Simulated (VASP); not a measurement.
Computed with revTPSS meta-GGA, VASP's PBE PAW potentials (set 64) (plane waves; VASP).

The input files of a VASP run:

POSCAR:
```
InAs
1
    0.0000000000     3.0300000000     3.0300000000
    3.0300000000     0.0000000000     3.0300000000
    3.0300000000     3.0300000000     0.0000000000
In As
1 1
Direct
  0.0000000000   0.0000000000   0.0000000000
  0.2500000000   0.2500000000   0.2500000000
```

**INCAR**
```
SYSTEM  =  InAs
PREC  =  Accurate; ENCUT  =  520; LREAL  =  .FALSE.
LASPH  =  .TRUE.
EDIFF  =  1E-6; NELM  =  100; ALGO  =  Normal
LMAXMIX  =  4; LMIXTAU  =  .TRUE.
ISMEAR  =  0; SIGMA  =  0.05
METAGGA  =  RTPSS
IBRION  =  2; NSW  =  60; ISIF  =  3
EDIFFG  =  -0.01
LWAVE  =  .FALSE.; LCHARG  =  .FALSE.
```

KPOINTS:
```
Automatic mesh
0
Gamma
7 7 7
0 0 0
```

POTCAR, in this order: In_d As (PBE.64 set). Program: vasp_std.

Energy and stress use the plane-wave basis of the starting cell. Unless said otherwise, spin-orbit coupling is left out, though it shifts the bands of the heavy elements here.

Problem. Estimate the energy per atom (σ→0), volume per atom, band gap (on the k-mesh).

Solution. 
```json
{
  "energy per atom (σ→0)": "8.297 eV/atom",
  "band gap (on the k-mesh)": "none (metal, semimetal or under 0.01 eV)",
  "volume_per_atom": "28.64 Å³/atom"
}
```

File OSZICAR:
```
...
DAV:   5     0.165946149112E+02   -0.24453E-03   -0.15939E-04   525   0.164E-01    0.273E-02
DAV:   6     0.165947140912E+02    0.99180E-04   -0.81506E-05   550   0.137E-01    0.125E-02
DAV:   7     0.165945967485E+02   -0.11734E-03   -0.72405E-05   520   0.128E-01    0.480E-03
DAV:   8     0.165945940437E+02   -0.27049E-05   -0.78102E-07   505   0.119E-02    0.282E-03
DAV:   9     0.165945969793E+02    0.29356E-05   -0.69395E-07   358   0.116E-02    0.192E-03
DAV:  10     0.165945958792E+02   -0.11001E-05   -0.15289E-06   480   0.179E-02    0.519E-04
DAV:  11     0.165945955407E+02   -0.33852E-06   -0.14699E-07   265   0.522E-03
   3 F= 0.16594596E+02 E0= 0.16594708E+02  d E =-.798444E-02
```

The compound is InAs in the zinc blende structure. This run relaxes it. Symmetry was kept, so distortions that lower it aren't found.
